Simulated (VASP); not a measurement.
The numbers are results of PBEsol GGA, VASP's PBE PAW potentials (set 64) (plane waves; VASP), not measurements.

Gaps are without spin-orbit coupling.

Order these relaxed crystals by band gap, smallest first: MgCdTe2, I-42d (122); ZnCdSe2, P-4m2 (115); Pb4Se3S, P4/mmm (123); HgTe, P3_221 (154).

Pb4Se3S, P4/mmm (123) (0.12 eV), HgTe, P3_221 (154) (0.37 eV), ZnCdSe2, P-4m2 (115) (0.73 eV), MgCdTe2, I-42d (122) (1.51 eV)
